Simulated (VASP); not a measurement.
# Tb: phonons from a supercell

How does the lattice of Tb vibrate? The start is a cell from a database of measured crystal structures.

Calculated with VASP 6.6.1; PBEsol, 4f electrons in the core; plane waves and PAW (Tb_3).

This is a report of a sequence of runs, with most program output left out.

### Step 1. Set-up

Symmetry: P6_3/mmc, No. 194, hexagonal system. Conventional cell: a = 3.601 Å, b = 3.601 Å, c = 5.694 Å, α = 90.00°, β = 90.00°, γ = 120.00°. Tb has 12 Tb at 3.53 to 3.60 Å nearest.

Coordinates:

```
Tb
1.0
     3.60100    0.00000    0.00000
    -1.80050    3.11856    0.00000
     0.00000    0.00000    5.69360
Tb
2
Cartesian
  1.8005 1.0395 4.2702
  0.0000 2.0790 1.4234
```

### Step 2. Relax the host

Cell and atoms are relaxed first, so that later runs start from this functional's own cell.

File INCAR:

```
SYSTEM = Tb
PREC = Accurate
ENCUT = 350
EDIFF = 1E-06
NELM = 120
ISMEAR = 1
SIGMA = 0.15
LREAL = .FALSE.
ALGO = Normal
GGA = PS
NBANDS = 15
LASPH = .TRUE.
LORBIT = 11
LWAVE = .FALSE.
LCHARG = .FALSE.
KPAR = 4
IBRION = 2
NSW = 40
ISIF = 3
EDIFFG = -0.02
POTIM = 0.4
```

File POSCAR:

```
Tb
1.0
    3.6010000000      0.0000000000      0.0000000000
   -1.8005000000      3.1185574790      0.0000000000
    0.0000000000      0.0000000000      5.6936000000
Tb
2
Direct
    0.6666666667      0.3333333333      0.7500000000
    0.3333333333      0.6666666667      0.2500000000
```

File KPOINTS:

```
Automatic mesh
0
Gamma
11 11 6
0 0 0
```

PAW data sets: Tb_3 (PBE family, release 64).

The run is started by

```
mpirun -np 4 vasp_std
```

Run time: 13 s. Hardware: 4 MPI ranks of Intel Xeon 6975P-C (Granite Rapids), shared host; peak memory 0.65 GiB; 49 s of CPU time.

The data set Tb_3 holds the 4f electrons frozen in the core, so no f bands or f moments appear. The k-mesh is coarse for a metal. The PAW data sets were made with PBE, which is usual practice but a small mismatch for other functionals. The run keeps the 24 symmetry operations of its start, so it cannot find a distortion of lower symmetry.

Step by step:

| step | energy less that of the first step (eV) | largest force (eV/Å) | pressure (GPa) | volume (Å³) |
| --- | --- | --- | --- | --- |
| 1 | 0.0000 | 0.0000 | -1.93 | 63.94 |
| 2 | -0.0193 | 0.0000 | -0.13 | 61.13 |
| 3 | -0.0194 | 0.0000 | 0.00 | 60.94 |
| 4 | -0.0194 | 0.0000 | 0.06 | 60.89 |
| 5 | -0.0195 | 0.0000 | 0.01 | 60.96 |

| conventional cell, symmetrised | before | after | change |
| --- | --- | --- | --- |
| a (Å) | 3.601 | 3.553 | -1.3 % |
| b (Å) | 3.601 | 3.553 | -1.3 % |
| c (Å) | 5.694 | 5.576 | -2.1 % |
| volume (Å³/atom) | 31.97 | 30.48 | -4.7 % |

The relaxed structure:

```
Tb
1.0
     3.55302    0.00000    0.00000
    -1.77651    3.07701    0.00000
     0.00000    0.00000    5.57609
Tb
2
Cartesian
  1.7765 1.0257 4.1821
  0.0000 2.0513 1.3940
```

Numbers from this step:

* electronic cycles: 34
* electrons: 18
* free energy (TOTEN): -9.986 eV
* energy at zero smearing: -9.987 eV
* Fermi energy: 3.387 eV
* pressure: 0.005712 GPa
* labelled metallic, from the levels on this mesh: yes

The run ended after 5 ionic steps, 0.019 eV below its first step, once forces and stress met EDIFFG = -0.02.

### Step 3. Tight relaxation

Force constants are second derivatives, so residual forces and stress must first be far smaller than in an ordinary relaxation. Smearing differs from the relaxation before, which can move the cell too.

File INCAR:

```
SYSTEM = Tb
PREC = Accurate
ENCUT = 350
EDIFF = 1E-08
NELM = 120
ISMEAR = 1
SIGMA = 0.2
LREAL = .FALSE.
ALGO = Fast
GGA = PS
NBANDS = 15
LASPH = .TRUE.
LORBIT = 11
LWAVE = .FALSE.
LCHARG = .FALSE.
KPAR = 4
IBRION = 1
NSW = 30
ISIF = 3
EDIFFG = -0.002
POTIM = 0.4
```

File POSCAR:

```
Tb
1.0
    3.5530222175      0.0000000000      0.0000000000
   -1.7765111087      3.0770075005      0.0000000000
    0.0000000000      0.0000000000      5.5760869590
Tb
2
Direct
    0.6666666667      0.3333333333      0.7500000000
    0.3333333333      0.6666666667      0.2500000000
```

KPOINTS is that of step 2.

The run is started by

```
mpirun -np 4 vasp_std
```

Wall time 12 s (4 MPI ranks); peak memory 0.64 GiB.

Little changed from the start: no atom moved by 0.005 Å and no cell edge by 0.1 %.

Numbers from this step:

```yaml
electronic_cycles: 35
energy_at_zero_smearing: -9.986 eV
fermi_energy: 3.381 eV
pressure: 3.17e-4 GPa
```

The run ended after 4 ionic steps, 0.000 eV below its first step, once forces and stress met EDIFFG = -0.002.

### Step 4. Force constants in the supercell

System of this step: Tb. It takes space group P6_3/mmc (No. 194, hexagonal). The conventional cell has a = 3.554 Å, b = 3.554 Å, c = 5.571 Å, α = 90.00°, β = 90.00°, γ = 120.00°. Nearest to Tb lie 12 Tb at 3.46 to 3.55 Å.

Each independent atom is moved by 0.015 Å both ways; the forces give the force constants out to half the supercell.

File INCAR:

```
SYSTEM = Tb
PREC = Accurate
ENCUT = 350
EDIFF = 1E-07
NELM = 120
ISMEAR = 1
SIGMA = 0.2
LREAL = Auto
ALGO = Fast
GGA = PS
NBANDS = 188
LASPH = .TRUE.
LWAVE = .FALSE.
LCHARG = .FALSE.
KPAR = 4
IBRION = 6
NSW = 1
NFREE = 2
POTIM = 0.015
ISIF = 0
ADDGRID = .TRUE.
```

File POSCAR:

```
Tb
1.0
   10.6607933556      0.0000000000      0.0000000000
   -5.3303966775      9.2325178701      0.0000000000
    0.0000000000      0.0000000000     11.1415320066
Tb
36
Direct
    0.2222222222      0.1111111111      0.3750000000
    0.2222222222      0.1111111111      0.8750000000
    0.2222222222      0.4444444444      0.3750000000
    0.2222222222      0.4444444444      0.8750000000
    0.2222222222      0.7777777778      0.3750000000
    0.2222222222      0.7777777778      0.8750000000
    0.5555555556      0.1111111111      0.3750000000
    0.5555555556      0.1111111111      0.8750000000
    0.5555555556      0.4444444444      0.3750000000
    0.5555555556      0.4444444444      0.8750000000
    0.5555555556      0.7777777778      0.3750000000
    0.5555555556      0.7777777778      0.8750000000
    0.8888888889      0.1111111111      0.3750000000
    0.8888888889      0.1111111111      0.8750000000
    0.8888888889      0.4444444444      0.3750000000
    0.8888888889      0.4444444444      0.8750000000
    0.8888888889      0.7777777778      0.3750000000
    0.8888888889      0.7777777778      0.8750000000
    0.1111111111      0.2222222222      0.1250000000
    0.1111111111      0.2222222222      0.6250000000
    0.1111111111      0.5555555556      0.1250000000
    0.1111111111      0.5555555556      0.6250000000
    0.1111111111      0.8888888889      0.1250000000
    0.1111111111      0.8888888889      0.6250000000
    0.4444444444      0.2222222222      0.1250000000
    0.4444444444      0.2222222222      0.6250000000
    0.4444444444      0.5555555556      0.1250000000
    0.4444444444      0.5555555556      0.6250000000
    0.4444444444      0.8888888889      0.1250000000
    0.4444444444      0.8888888889      0.6250000000
    0.7777777778      0.2222222222      0.1250000000
    0.7777777778      0.2222222222      0.6250000000
    0.7777777778      0.5555555556      0.1250000000
    0.7777777778      0.5555555556      0.6250000000
    0.7777777778      0.8888888889      0.1250000000
    0.7777777778      0.8888888889      0.6250000000
```

File KPOINTS:

```
Automatic mesh
0
Gamma
4 4 3
0 0 0
```

The run is started by

```
mpirun -np 4 vasp_std
```

Wall time 58 min (4 MPI ranks); peak memory 12 GiB; 3.6 h of CPU time.

The last energy, forces, stress and levels in OUTCAR belong to the last displaced cell, not to the cell of POSCAR.

Numbers from this step:

```
electrons          : 324
lowest frequency   : -1.41e-6 cm⁻¹
highest frequency  : 110.1 cm⁻¹
dynamically stable : yes
zero point energy  : 13.75 meV/atom
heat capacity 300  : 24.66 J/K/mol of atoms
entropy 300        : 52.21 J/K/mol of atoms
```

No long-range dipole term. Phonon branches along the path, in cm⁻¹:

| point | branch 1 | branch 2 | branch 3 | branch 4 | branch 5 | branch 6 |
| --- | --- | --- | --- | --- | --- | --- |
| Γ | 0 | 0 | 0 | 57 | 57 | 101 |
| 0.47 of the way | 38 | 41 | 64 | 75 | 80 | 104 |
| M | 50 | 51 | 90 | 92 | 98 | 99 |
| 0.47 of the way | 53 | 59 | 82 | 90 | 91 | 102 |
| K | 68 | 68 | 72 | 72 | 90 | 105 |
| 0.47 of the way | 47 | 59 | 62 | 84 | 91 | 100 |
| Γ | 0 | 0 | 0 | 57 | 57 | 101 |
| 0.53 of the way | 27 | 27 | 54 | 54 | 54 | 99 |
| A | 44 | 44 | 44 | 44 | 85 | 85 |
| 0.47 of the way | 60 | 60 | 64 | 64 | 91 | 91 |
| L | 61 | 61 | 69 | 69 | 109 | 109 |
| 0.53 of the way | 43 | 43 | 86 | 86 | 106 | 106 |
| H | 33 | 33 | 97 | 97 | 101 | 101 |
| 0.47 of the way | 53 | 53 | 75 | 75 | 97 | 97 |
| A | 44 | 44 | 44 | 44 | 85 | 85 |
| jump to L | 61 | 61 | 69 | 69 | 109 | 109 |
| 0.47 of the way | 50 | 57 | 80 | 83 | 101 | 109 |
| M | 50 | 51 | 90 | 92 | 98 | 99 |
| jump to K | 68 | 68 | 72 | 72 | 90 | 105 |
| 0.47 of the way | 47 | 47 | 91 | 91 | 92 | 102 |
| H | 33 | 33 | 97 | 97 | 101 | 101 |

The phonon density of states by frequency; read off at these points:

| frequency (cm⁻¹) | phonon density of states (states/cm⁻¹/cell) |
| --- | --- |
| -5.0 | 0 |
| 0.0 | 3.4e-5 |
| 5.0 | 1.9e-4 |
| 10.0 | 7.6e-4 |
| 15.0 | 0.00170 |
| 20.0 | 0.00285 |
| 25.0 | 0.00514 |
| 30.0 | 0.00902 |
| 35.0 | 0.0235 |
| 40.0 | 0.0506 |
| 45.0 | 0.0829 |
| 47.1 | 0.0881 |
| 50.0 | 0.0844 |
| 55.0 | 0.0751 |
| 60.0 | 0.0754 |
| 65.0 | 0.0688 |
| 70.0 | 0.0726 |
| 75.0 | 0.0819 |
| 80.0 | 0.0789 |
| 85.0 | 0.0826 |
| 90.0 | 0.0858 |
| 95.0 | 0.0840 |
| 100.0 | 0.118 |
| 101.8 | 0.129 |
| 105.0 | 0.0940 |
| 110.0 | 0.0201 |
| 115.0 | 8.3e-4 |
| 120.0 | 3.6e-6 |

Table of heat capacity at constant volume by temperature:

| temperature (K) | heat capacity at constant volume (J/K/mol of atoms) |
| --- | --- |
| 0 | 0 |
| 50 | 17.2 |
| 100 | 22.6 |
| 150 | 23.8 |
| 200 | 24.3 |
| 250 | 24.5 |
| 275 | 24.6 |
| 325 | 24.7 |
| 375 | 24.8 |
| 425 | 24.8 |
| 475 | 24.8 |
| 525 | 24.9 |
| 575 | 24.9 |
| 625 | 24.9 |
| 675 | 24.9 |
| 725 | 24.9 |
| 750 | 24.9 |
| 800 | 24.9 |
| 850 | 24.9 |
| 900 | 24.9 |
| 950 | 24.9 |
| 1000 | 24.9 |

Vibrational entropy against temperature:

temperature (K), vibrational entropy (J/K/mol of atoms) and a bar:
```
        0        0.0 
       50       11.8 ####
      100       25.9 #########
      150       35.3 #############
      200       42.3 ###############
      250       47.7 #################
      275       50.1 ##################
      325       54.2 ####################
      375       57.7 #####################
      425       60.8 ######################
      475       63.6 #######################
      525       66.1 ########################
      575       68.3 #########################
      625       70.4 ##########################
      675       72.3 ##########################
      725       74.1 ###########################
      750       74.9 ###########################
      800       76.6 ############################
      850       78.1 #############################
      900       79.5 #############################
      950       80.8 ##############################
     1000       82.1 ##############################
```

### Step 5. Results

```
highest frequency : 110 cm⁻¹
lowest frequency  : -1.4e-6 cm⁻¹
zero point energy : 13.8 meV/atom
heat capacity 300 : 24.7 J/K/mol of atoms
entropy 300       : 52.2 J/K/mol of atoms
```

**Reading.** The spectrum reaches 110 cm⁻¹, and its lowest point lies at 0 cm⁻¹. No mode is imaginary, so the structure is a local minimum as far as this supercell can tell. Frequencies between the wave vectors that fit the supercell are interpolated.

[Lines on the potential files, build, host, timing and source positions are cut from VASP's logs without a mark.]

[Logs are printed without paths, hosts, clocks, repeated set-up lines and the standing remarks that a program may print on its own settings, such as how far it seeks lower states.]

[Hosts, paths, dates, database ids (printed as entryN), source tags and the programs' standing remarks are cut or masked in the printed files.]

[Runs that stopped without an error message from VASP are left out.]
